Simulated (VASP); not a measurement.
# MgO (Periclase): GW quasiparticle gap

Aim: the quasiparticle gap of MgO (Periclase), and what it costs to get it. The cell is of the rock-salt type, one of the forms listed for this formula. The start is a cell from a database of measured crystal structures.

Program: VASP 6.6.1. Level of theory: PBE; plane waves and PAW (Mg_GW, O_GW), in the first sound run; inputs show where later runs differ. Results are calculated unless marked as measured.

The database entry behind the starting cell differs from later determinations by our own check (about 0.1 % long), so it need not match the best structure at ambient conditions.

**1. The starting structure**

Symmetry: Fm-3m, No. 225, cubic system. Conventional cell: a = 4.217 Å, b = 4.217 Å, c = 4.217 Å, α = 90.00°, β = 90.00°, γ = 90.00°. Mg has 6 O at 2.11 Å nearest. Nearest to O lie 6 Mg at 2.11 Å. Farther neighbours and most contacts between anions are not listed.

Structure file:

```cif
data_structure
_symmetry_space_group_name_H-M 'P 1'
_symmetry_Int_Tables_number 1
_cell_length_a 2.9819
_cell_length_b 2.9819
_cell_length_c 2.9819
_cell_angle_alpha 60.000
_cell_angle_beta 60.000
_cell_angle_gamma 60.000
_cell_volume 18.75
loop_
_atom_site_label
_atom_site_type_symbol
_atom_site_fract_x
_atom_site_fract_y
_atom_site_fract_z
_atom_site_occupancy
Mg1 Mg 0.00000 0.00000 0.00000 1
O2 O 0.50000 0.50000 0.50000 1
```

**2. Empty bands**

The next step needs empty bands that the ground-state run didn't converge, so the Hamiltonian is diagonalised exactly for NBANDS bands, in a single step. LOPTICS writes the k-derivatives of the orbitals (WAVEDER), which give the long-wavelength limit of the screening.

INCAR reads:

```
SYSTEM = MgO
PREC = Accurate
ENCUT = 440
ISMEAR = 0
SIGMA = 0.01
LREAL = .FALSE.
GGA = PE
NBANDS = 32
ALGO = Exact
NELM = 1
LWAVE = .TRUE.
LCHARG = .FALSE.
LOPTICS = .TRUE.
NEDOS = 1000
CSHIFT = 0.1
```

POSCAR reads:

```
MgO
1.0
    0.0000000000      2.1085000000      2.1085000000
    2.1085000000      0.0000000000      2.1085000000
    2.1085000000      2.1085000000      0.0000000000
Mg O
1 1
Direct
    0.0000000000      0.0000000000      0.0000000000
    0.5000000000      0.5000000000      0.5000000000
```

KPOINTS reads:

```
Automatic mesh
0
Gamma
4 4 4
0 0 0
```

PAW data sets: Mg_GW and O_GW (PBE family, release 64).

Launch:

```sh
mpirun -np 8 vasp_std
```

What it wrote:

```text
[banner, memory and clock lines left out]
running    8 mpi-ranks, on    1 nodes
 distrk:  each k-point on    8 cores,    1 groups
 distr:  one band on    1 cores,    8 groups

 POSCAR found type information on POSCAR MgO
 POSCAR found :  2 types and       2 ions
|                                                                             |
|           W    W    AA    RRRRR   N    N  II  N    N   GGGG   !!!           |
|           W    W   A  A   R    R  NN   N  II  NN   N  G    G  !!!           |
|           W    W  A    A  R    R  N N  N  II  N N  N  G       !!!           |
|           W WW W  AAAAAA  RRRRR   N  N N  II  N  N N  G  GGG   !            |
|           WW  WW  A    A  R   R   N   NN  II  N   NN  G    G                |
|           W    W  A    A  R    R  N    N  II  N    N   GGGG   !!!           |
|                                                                             |
|     For optimal performance we recommend to set                             |
|       NCORE = 2 up to number-of-cores-per-socket                            |
|     NCORE specifies how many cores store one orbital (NPAR=cpu/NCORE).      |
|     This setting can greatly improve the performance of VASP for DFT.       |
|     The default, NCORE=1 might be grossly inefficient on modern             |
|     multi-core architectures or massively parallel machines. Do your        |
|     Unfortunately you need to use the default for GW and RPA                |
|     calculations (for HF NCORE is supported but not extensively tested      |
|     yet).                                                                   |
|                                                                             |

 LDA part: xc-table for (Slater+PW92), standard interpolation
 found WAVECAR, reading the header
  number of bands has changed, file:    10 present:    32
  trying to continue reading WAVECAR, but it might fail
 POSCAR, INCAR and KPOINTS ok, starting setup
 FFT: planning ... GRIDC
 FFT: planning ... GRID_SOFT
 FFT: planning ... GRID
 reading WAVECAR
 random initialization beyond band           10
 the WAVECAR file was read successfully
 initial charge from wavefunction
 entering main loop
       N       E                     dE             d eps       ncg     rms          rms(c)
DIA:   1    -0.119058637915E+02   -0.11906E+02    0.00000E+00     0   0.000E+00
   1 F= -.11905864E+02 E0= -.11905864E+02  d E =-.127125E-28
 writing wavefunctions
 optical routines
 imaginary and real dielectric function
 recalculating local potential from charge density
 direction            1
 direction            2
 direction            3
```

Wall time 2.4 s (8 MPI ranks of AMD EPYC 7R13 (Zen 3), shared host); peak memory 0.65 GiB.

The logs omit lines about the potential files and the build; timing stands in the text.

Parts of OUTCAR (step 2):

```text
ion  position               nearest neighbor table
   1  0.000  0.000  0.000-   2 2.11   2 2.11   2 2.11   2 2.11   2 2.11   2 2.11
   2  0.500  0.500  0.500-   1 2.11   1 2.11   1 2.11   1 2.11   1 2.11   1 2.11

  LATTYP: Found a face centered cubic cell.
 ALAT       =     4.2170000000

 Subroutine GETGRP returns: Found 48 space group operations
 (whereof 48 operations were pure point group operations)

The static configuration has the point symmetry O_h .

 Found      8 irreducible k-points:

   k-points           NKPTS =      8   k-points in BZ     NKDIM =      8   number of bands    NBANDS=     32

   dimension x,y,z NGX =    20 NGY =   20 NGZ =   20
   dimension x,y,z NGXF=    40 NGYF=   40 NGZF=   40

   ENCUT  =  440.0 eV  32.34 Ry    5.69 a.u.   5.10  5.10  5.10*2*pi/ulx,y,z

   NELECT =       8.0000    total number of electrons

 k-points in reciprocal lattice and weights: Automatic mesh
   0.00000000  0.00000000  0.00000000       0.016
   0.25000000  0.00000000  0.00000000       0.125
   0.50000000  0.00000000  0.00000000       0.062
   0.25000000  0.25000000  0.00000000       0.094
   0.50000000  0.25000000  0.00000000       0.375
  -0.25000000  0.25000000  0.00000000       0.188
   0.50000000  0.50000000  0.00000000       0.047
  -0.25000000  0.50000000  0.25000000       0.094

 average (electrostatic) potential at core
       1 -35.0804       2 -69.6042

 E-fermi :   3.2494

 k-point     1 :       0.0000    0.0000    0.0000
  band No.  band energies     occupation
      1     -14.0781      2.00000
      2       3.1730      2.00000
      3       3.1730      2.00000
      4       3.1730      2.00000
      5       7.8564      0.00000
      6      18.9482      0.00000
      7      18.9482      0.00000
      8      18.9482      0.00000
      9      22.8558      0.00000
    ...

 k-point     2 :       0.2500    0.0000    0.0000
  band No.  band energies     occupation
      1     -13.4931      2.00000
      2       0.5199      2.00000
      3       2.8373      2.00000
      4       2.8373      2.00000
      5      10.2219      0.00000
      6      15.7187      0.00000
      7      19.7684      0.00000
      8      19.7684      0.00000
      9      23.2214      0.00000
    ...

 k-point     3 :       0.5000    0.0000    0.0000
  band No.  band energies     occupation
      1     -12.8016      2.00000
      2      -1.4337      2.00000
      3       2.5262      2.00000
      4       2.5262      2.00000
      5      11.0395      0.00000
      6      15.7336      0.00000
      7      19.3904      0.00000
      8      19.3904      0.00000
      9      23.9698      0.00000
    ...

  Total       -0.0308319     -0.0308319     -0.0308319     -0.0000000     -0.0000000     -0.0000000
  in kB       -2.6348763     -2.6348763     -2.6348763     -0.0000000     -0.0000000     -0.0000000
  external PRESSURE =      -2.6348763 kB  Pullay stress =       0.0000000 kB

  energy-cutoff  :      440.00
  volume of cell :       18.75
      direct lattice vectors                 reciprocal lattice vectors
     0.000000000  2.108500000  2.108500000    -0.237135404  0.237135404  0.237135404
     2.108500000  0.000000000  2.108500000     0.237135404 -0.237135404  0.237135404
     2.108500000  2.108500000  0.000000000     0.237135404  0.237135404 -0.237135404

 POSITION                                       TOTAL-FORCE (eV/Angst)
 -----------------------------------------------------------------------------------
      0.00000      0.00000      0.00000        -0.000000      0.000000      0.000000
      2.10850      2.10850      2.10850         0.000000     -0.000000     -0.000000
 -----------------------------------------------------------------------------------
    total drift:                                0.000000      0.000000      0.000000

  FREE ENERGIE OF THE ION-ELECTRON SYSTEM (eV)
  ---------------------------------------------------
  free  energy   TOTEN  =       -11.9058637915 eV

  energy  without entropy=      -11.9058637915  energy(sigma->0) =      -11.90586379

 plasma frequency squared (from intraband transitions) (eV^2)
  --------------------------------------------------------------------------------------
       0.000       0.000      -0.000
       0.000       0.000      -0.000
      -0.000       0.000       0.000

[... 3 further parts left out ...]
```

The gap is read on the k-mesh alone, so it is an upper bound where the band edges lie off the mesh.

A gap read on the k-mesh alone can miss the band edges.

Numbers from this step:

* gap on the k-mesh: 4.683 eV
* least direct gap on the k-mesh: 4.683 eV

WAVECAR now holds 32 bands for 8 electrons. Its independent-particle dielectric tensor has xx, yy, zz = 3.4, 3.4, 3.4 on this mesh, which isn't tested for convergence in mesh or bands and lacks local fields.

**3. G0W0, ENCUTGW 80, bands in the sums 32**

This step: G0W0 on PBE; plane waves and PAW (Mg_GW, O_GW) (VASP 6.6.1).

G0W0 keeps orbitals and screening fixed and shifts each of the lowest NBANDSGW levels once.

INCAR reads:

```
SYSTEM = MgO
PREC = Accurate
ENCUT = 440
ISMEAR = 0
SIGMA = 0.01
LREAL = .FALSE.
GGA = PE
NBANDS = 32
ALGO = EVGW0
NELMGW = 1
ENCUTGW = 80
NOMEGA = 64
PRECFOCK = Fast
NBANDSGW = 16
LWAVE = .FALSE.
LCHARG = .FALSE.
```

POSCAR is that of step 2.

KPOINTS is that of step 2.

Launch:

```sh
mpirun -np 8 vasp_std
```

What it wrote:

```text
[banner, memory and clock lines left out]
running    8 mpi-ranks, on    1 nodes
 distrk:  each k-point on    8 cores,    1 groups
 distr:  one band on    1 cores,    8 groups

 POSCAR found type information on POSCAR MgO
 POSCAR found :  2 types and       2 ions
 [... a notice as in an earlier step ...]

|                                                                             |
|           W    W    AA    RRRRR   N    N  II  N    N   GGGG   !!!           |
|           W    W   A  A   R    R  NN   N  II  NN   N  G    G  !!!           |
|           W    W  A    A  R    R  N N  N  II  N N  N  G       !!!           |
|           W WW W  AAAAAA  RRRRR   N  N N  II  N  N N  G  GGG   !            |
|           WW  WW  A    A  R   R   N   NN  II  N   NN  G    G                |
|           W    W  A    A  R    R  N    N  II  N    N   GGGG   !!!           |
|                                                                             |
|     The default for ENCUTGWSOFT is different in this version of VASP.       |
|     please manually set ENCUTGWSOFT =80 in the INCAR file.                  |
|                                                                             |

 LDA part: xc-table for (Slater+PW92), standard interpolation
 found WAVECAR, reading the header
 POSCAR, INCAR and KPOINTS ok, starting setup
 FFT: planning ... GRIDC
 FFT: planning ... GRID_SOFT
 FFT: planning ... GRID
 reading WAVECAR
 the WAVECAR file was read successfully
 initial charge from wavefunction
 available memory per node:     34.10 GB, setting MAXMEM to     34920

 The Fermi energy was updated, please check that it is located mid-gap
 values below the HOMO (VB) or above the LUMO (CB) will cause erroneous energies
 E-fermi :   5.5147

 calculate exact exchange contribution
 the WAVEDER file was read successfully
energies w=
    0.000    0.000    0.641    0.000    1.281    0.000    1.919    0.000
    2.551    0.000    3.179    0.000    3.800    0.000    4.414    0.000
    5.020    0.000    5.618    0.000    6.208    0.000    6.790    0.000
    7.364    0.000    7.930    0.000    8.488    0.000    9.041    0.000
    9.588    0.000   10.129    0.000   10.667    0.000   11.201    0.000
   11.734    0.000   12.266    0.000   12.798    0.000   13.332    0.000
   13.868    0.000   14.409    0.000   14.955    0.000   15.509    0.000
   16.072    0.000   16.646    0.000   17.232    0.000   17.834    0.000
   18.453    0.000   19.092    0.000   19.754    0.000   20.442    0.000
   21.160    0.000   21.913    0.000   22.704    0.000   23.540    0.000
   24.427    0.000   25.372    0.000   26.384    0.000   27.473    0.000
   28.652    0.000   29.935    0.000   31.340    0.000   32.887    0.000
   34.606    0.000   36.528    0.000   38.696    0.000   41.164    0.000
   44.003    0.000   47.305    0.000   51.200    0.000   55.863    0.000
   61.547    0.000   68.630    0.000   77.692    0.000   89.689    0.000
  106.300    0.000  130.780    0.000  170.369    0.000  245.097    0.000
 responsefunction array rank=      40
 LDA part: xc-table for (Slater+PW92), standard interpolation

 min. memory requirement per mpi rank     43.7 MB, per node    349.5 MB

 allocating   8 responsefunctions rank=    40
 shmem allocating  64 responsefunctions rank=    40
 response function shared by NCSHMEM nodes    1
 Doing            8  frequencies on each core in blocks of           64
NQ=   1    0.0000    0.0000    0.0000,
|.........|.........|.........|.........|.........|.........|.........|.........
 performed         22000 updates of chi_q(r,r)
 total number of BLAS operations          0.13 Gflops
NQ=   2    0.2500    0.0000    0.0000,
|.........|.........|.........|.........|.........|.........|.........|.........
 performed         81000 updates of chi_q(r,r)
 total number of BLAS operations          0.50 Gflops
NQ=   3    0.5000    0.0000    0.0000,
|.........|.........|.........|.........|.........|.........|.........|.........
 performed        121000 updates of chi_q(r,r)
 total number of BLAS operations          0.88 Gflops
NQ=   4    0.2500    0.2500    0.0000,
|.........|.........|.........|.........|.........|.........|.........|.........
 performed        173000 updates of chi_q(r,r)
 total number of BLAS operations          1.19 Gflops
NQ=   5    0.5000    0.2500    0.0000,
|.........|.........|.........|.........|.........|.........|.........|.........
 performed        248000 updates of chi_q(r,r)
 total number of BLAS operations          1.77 Gflops
NQ=   6   -0.2500    0.2500    0.0000,
|.........|.........|.........|.........|.........|.........|.........|.........
 performed        313000 updates of chi_q(r,r)
 total number of BLAS operations          2.18 Gflops
NQ=   7    0.5000    0.5000    0.0000,
|.........|.........|.........|.........|.........|.........|.........|.........
 performed        349000 updates of chi_q(r,r)
 total number of BLAS operations          2.48 Gflops
NQ=   8   -0.2500    0.5000    0.2500,
|.........|.........|.........|.........|.........|.........|.........|.........
 performed        402000 updates of chi_q(r,r)
 total number of BLAS operations          2.92 Gflops
 resolving degeneracies of screened two electron integrals

 calculate QP shifts <psi_nk| G(iteration)W_0 |psi_nk>: iteration 1
 entering main loop
```

Elapsed: 5.2 s, on 8 MPI ranks; peak memory 0.69 GiB.

OUTCAR, selected parts (step 3):

```text
The static configuration has the point symmetry O_h .

 Found      8 irreducible k-points:

   k-points           NKPTS =      8   k-points in BZ     NKDIM =     64   number of bands    NBANDS=     32

   NELECT =       8.0000    total number of electrons

 E-fermi :   5.5147

 QP shifts <psi_nk| G(iteration)W_0 |psi_nk>: iteration 1
 for sc-GW calculations column KS-energies equals QP-energies in previous step
 and V_xc(KS)=  KS-energies - (<T + V_ion + V_H > + <T+V_H+V_ion>^1  + <V_x>^1)
 k-point   1 :       0.0000    0.0000    0.0000
  band No.  KS-energies  QP-energies   sigma(KS)   V_xc(KS)     V^pw_x(r,r')   Z            occupation Imag(sigma)
      1     -14.0781     -16.1878     -21.1646     -18.1235     -29.9032       0.6937       2.0000       1.1261
      2       3.1730       2.1847     -20.9718     -19.7183     -25.3016       0.7885       2.0000       0.0764
      3       3.1730       2.1847     -20.9718     -19.7183     -25.3016       0.7885       2.0000       0.0764
      4       3.1730       2.1847     -20.9718     -19.7183     -25.3016       0.7885       2.0000       0.0764
      5       7.8564       9.1046     -10.6634     -12.1583      -7.2643       0.8350       0.0000      -0.0596
      6      18.9482      20.3524      -7.3217      -9.0243      -3.0494       0.8248       0.0000      -0.0972
      7      18.9482      20.3524      -7.3217      -9.0243      -3.0494       0.8248       0.0000      -0.0972
      8      18.9482      20.3524      -7.3217      -9.0243      -3.0494       0.8248       0.0000      -0.0972
    ...

 k-point   2 :       0.2500    0.0000    0.0000
  band No.  KS-energies  QP-energies   sigma(KS)   V_xc(KS)     V^pw_x(r,r')   Z            occupation Imag(sigma)
      1     -13.4931     -15.6467     -21.7020     -18.6720     -30.3564       0.7108       2.0000       1.0688
      2       0.5199      -0.8895     -18.3218     -16.5016     -22.5156       0.7743       2.0000       0.0959
      3       2.8373       1.7790     -20.6847     -19.3390     -25.0293       0.7864       2.0000       0.0794
      4       2.8373       1.7790     -20.6847     -19.3390     -25.0293       0.7864       2.0000       0.0794
      5      10.2219      11.6899     -11.1902     -12.9728      -7.7440       0.8235       0.0000      -0.0644
      6      15.7187      17.2608      -9.1633     -11.0567      -5.0134       0.8145       0.0000      -0.0912
      7      19.7684      21.2777      -7.5258      -9.3755      -3.1474       0.8160       0.0000      -0.1107
      8      19.7684      21.2777      -7.5258      -9.3755      -3.1474       0.8160       0.0000      -0.1107
    ...

 k-point   3 :       0.5000    0.0000    0.0000
  band No.  KS-energies  QP-energies   sigma(KS)   V_xc(KS)     V^pw_x(r,r')   Z            occupation Imag(sigma)
      1     -12.8016     -15.0052     -22.4665     -19.4692     -31.0580       0.7352       2.0000       1.0055
      2      -1.4337      -3.0954     -16.9655     -14.7751     -21.4321       0.7586       2.0000       0.1283
      3       2.5262       1.4092     -20.4556     -19.0287     -24.8284       0.7828       2.0000       0.0820
      4       2.5262       1.4092     -20.4556     -19.0287     -24.8284       0.7828       2.0000       0.0820
      5      11.0395      12.2422      -8.7573     -10.2015      -4.9576       0.8327       0.0000      -0.0672
      6      15.7336      17.9517     -12.7778     -15.6024      -8.6038       0.7853       0.0000      -0.1053
      7      19.3904      20.9826      -7.3583      -9.2949      -3.0568       0.8222       0.0000      -0.0980
      8      19.3904      20.9826      -7.3583      -9.2949      -3.0568       0.8222       0.0000      -0.0980
    ...

[... 7 parts as in an earlier step ...]

[... 5 further parts left out ...]
```

Numbers from this step:

```
quasiparticle gap on the mesh                 : 6.920 eV
smallest direct quasiparticle gap on the mesh : 6.920 eV
gap of the starting orbitals on the mesh      : 4.683 eV
```

GW takes the gap from 4.683 to 6.920 eV. The value holds for 32 bands, ENCUTGW = 80 eV and this mesh, and isn't shown to be converged in them.

**4. Empty bands**

This step: PBE; plane waves and PAW (Mg_GW, O_GW) (VASP 6.6.1).

The empty bands are made again, for the run that follows.

INCAR reads:

```
SYSTEM = MgO
PREC = Accurate
ENCUT = 440
ISMEAR = 0
SIGMA = 0.01
LREAL = .FALSE.
GGA = PE
NBANDS = 48
ALGO = Exact
NELM = 1
LWAVE = .TRUE.
LCHARG = .FALSE.
LOPTICS = .TRUE.
NEDOS = 1000
CSHIFT = 0.1
```

POSCAR is that of step 3.

KPOINTS is that of step 3.

Launch:

```sh
mpirun -np 8 vasp_std
```

What it wrote:

```text
[banner, memory and clock lines left out]
running    8 mpi-ranks, on    1 nodes
[...]
[... a notice as in an earlier step ...]

 LDA part: xc-table for (Slater+PW92), standard interpolation
 found WAVECAR, reading the header
  number of bands has changed, file:    10 present:    48
  trying to continue reading WAVECAR, but it might fail
 POSCAR, INCAR and KPOINTS ok, starting setup
[...]
reading WAVECAR
 random initialization beyond band           10
 the WAVECAR file was read successfully
 initial charge from wavefunction
 entering main loop
       N       E                     dE             d eps       ncg     rms          rms(c)
[... 1 cycle as in an earlier step ...]
   1 F= -.11905864E+02 E0= -.11905864E+02  d E =-.839130E-21
 writing wavefunctions
 optical routines
 imaginary and real dielectric function
 recalculating local potential from charge density
 direction            1
 direction            2
 direction            3
```

The job ended after 2 s (8 MPI ranks; peak memory 0.65 GiB).

Parts of OUTCAR (step 4):

```text
 POSITION                                       TOTAL-FORCE (eV/Angst)
 -----------------------------------------------------------------------------------
      0.00000      0.00000      0.00000         0.000000      0.000000      0.000000
      2.10850      2.10850      2.10850        -0.000000     -0.000000     -0.000000
 -----------------------------------------------------------------------------------
    total drift:                                0.000000      0.000000      0.000000

[... 4 parts as in an earlier step ...]

[... 2 further parts left out ...]
[key lines of the parts left out:]
E-fermi :   3.2365
```

WAVECAR now holds 48 bands for 8 electrons.

(Continued in part 2 of 4.)

[Lines on the potential files, build, host, timing and source positions are cut from VASP's logs without a mark.]

[Logs are printed without paths, hosts, clocks, repeated set-up lines and the standing remarks that a program may print on its own settings, such as how far it seeks lower states.]

[Hosts, paths, dates, database ids (printed as entryN), source tags and the programs' standing remarks are cut or masked in the printed files.]

[Pressures printed for these runs are not shown converged in the cutoff: they can be off by several GPa and have the wrong sign.]
